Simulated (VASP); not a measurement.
Given:

```
CELL_PARAMETERS angstrom
      0.00000     2.83283     2.83283
      2.83283     0.00000     2.83283
      2.83283     2.83283     0.00000
ATOMIC_POSITIONS crystal
  Ga 0.00000 0.00000 0.00000
  As 0.25000 0.25000 0.25000
```

The numbers are results of PBE GGA with D4 dispersion, VASP's PBE PAW potentials (set 64) (plane waves; VASP), not measurements. Settings: 520 eV cut-off, Gaussian smearing of 0.050 eV, potentials Ga_d As.

Question: Give the energies of bands 7 to 12 at the high-symmetry points, in eV from the valence-band maximum.

Answer: 
| band | Γ | X | U | L | W |
|---|---|---|---|---|---|
| 7 | 0.00 | -6.79 | -6.60 | -6.60 | -6.61 |
| 8 | 0.00 | -2.66 | -3.83 | -1.13 | -3.51 |
| 9 | 0.00 | -2.66 | -2.24 | -1.13 | -3.31 |
| 10 | 0.47 | 1.48 | 1.96 | 0.98 | 4.59 |
| 11 | 3.73 | 1.66 | 4.62 | 4.63 | 4.72 |
| 12 | 3.73 | 10.12 | 7.91 | 4.63 | 5.39 |

The gap is direct, 0.47 eV, from the valence maximum at Γ to the conduction minimum at Γ.

Measured: gap 1.57 eV (computed value off by -1.10 eV), as given by Wei Chen et al., Physical Review Materials (2018), doi:10.1103/physrevmaterials.2.073803 [zero-point renormalisation of 0.05 eV added back (the table's ZPR column)].

The compound is GaAs in the zinc blende structure. It was relaxed first.
